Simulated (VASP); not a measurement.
Data:

```xyz
2
Lattice="0.0000 2.9078 2.9078 2.9078 0.0000 2.9078 2.9078 2.9078 0.0000" Properties=species:S:1:pos:R:3 pbc="T T T"
Cd     0.0000     0.0000     0.0000
S      1.4539     1.4539     1.4539
```

All values below come from HSE06 screened hybrid, VASP's PBE PAW potentials (set 64) (plane waves; VASP). Settings: 520 eV cut-off, 6×6×6 Γ-centred mesh, Gaussian smearing of 0.050 eV, potentials Cd S.

**Question.** Predict the energy per atom (σ→0), pressure, band gap (on the k-mesh) with the smallest direct gap where there is one.

**Answer.** 
- band gap (on the k-mesh): 2.21 eV
- smallest direct gap (on the k-mesh): 2.21 eV
- energy per atom (σ→0): -367.8 kJ/mol of atoms
- pressure: 26.4 kbar

The absolute energy has meaning only against runs of the same code, potentials and settings.

The compound is CdS in the zinc blende structure, a metastable form; wurtzite is the usual one. This cell is one point of a volume scan, at 0.94 of the reference volume. The cell's shape comes from a PBE relaxation.
